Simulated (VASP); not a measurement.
## Se (relaxed from the bcc structure, space group Im-3m): computed properties

Level of theory: r2SCAN meta-GGA, VASP's PBE PAW potentials (set 64) (plane waves; VASP 6.6.1).

- space group = Im-3m (229)
- cell = a = b = c = 3.430 Å, α = β = γ = 90.00°
- volume per atom = 20.18 Å³/atom
- band gap (over mesh and band path) = none (metal, semimetal or under 0.01 eV)
- density = 6.50 g/cm³
- C11 = 132 GPa
- C12 = 50.6 GPa
- C44 = -77.9 GPa

```cif
data_Se2
_chemical_formula_sum 'Se2'
_space_group_name_H-M_alt 'Im-3m'
_space_group_IT_number 229
_space_group_name_Hall '-I 4 2 3'
_cell_length_a 3.43029
_cell_length_b 3.43029
_cell_length_c 3.43029
_cell_angle_alpha 90.000
_cell_angle_beta 90.000
_cell_angle_gamma 90.000
loop_
_atom_site_label
_atom_site_type_symbol
_atom_site_symmetry_multiplicity
_atom_site_Wyckoff_symbol
_atom_site_fract_x
_atom_site_fract_y
_atom_site_fract_z
_atom_site_occupancy
Se1 Se 2 a 0.00000 0.00000 0.00000 1
```
(The calculation used a cell of 1 atom; values per cell refer to that cell.)

Finite-difference elastic constants of metals are sensitive to mesh and smearing; shear constants can be off by tens of GPa.

The structure was generated: Se was put into the bcc type (Im-3m), which need not be its known phase. It was relaxed first. Symmetry was kept, so distortions that lower it aren't found.
